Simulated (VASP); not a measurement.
```
CELL_PARAMETERS angstrom
      1.54530    -2.67654     0.00000
      1.54530     2.67654     0.00000
      0.00000     0.00000     3.29460
ATOMIC_POSITIONS crystal
  Ti 0.00000 0.00000 0.00000
  B  0.33333 0.66667 0.50000
  B  0.66667 0.33333 0.50000
```

The base run (VASP): PBE GGA, plane waves, VASP's PBE PAW potentials (set 64). Run with 520 eV cut-off, 10×10×8 Γ-centred mesh, first-order Methfessel-Paxton smearing of 0.10 eV, potentials Ti_sv B.

One setting is varied; ΔE counts from the base run. The base run took about 10 core-seconds. Costs are core time on shared hosts, one run each; read them as rough ratios.

Pressures at a finite cut-off, here 520 eV, hold a Pulay part, which this task's highest cut-off puts under 0.2 GPa.

| setting | cost over the base run | electronic steps | ΔE (meV/atom) | pressure (GPa) |
|---|---|---|---|---|
| PREC = Low | within a factor of 2 | 13 | -0.3 | -13.32 |
| PREC = Normal | within a factor of 2 | 13 | 0.0 | -13.32 |
| LASPH = .FALSE. | within a factor of 2 | 13 | 0.1 | -13.31 |
| PREC = Single | within a factor of 2 | 13 | 0.0 | -13.32 |
| base run | reference | 13 | 0.0 | -13.32 |
| ADDGRID = .TRUE. | within a factor of 2 | 13 | 0.0 | -13.32 |
| LREAL = Auto | within a factor of 2 | 13 | -0.3 | -13.39 |

Left out are runs that failed, have no time on record or changed the cell.

The compound is TiB2 in the AlB2 type structure. The cell was not relaxed at this level.
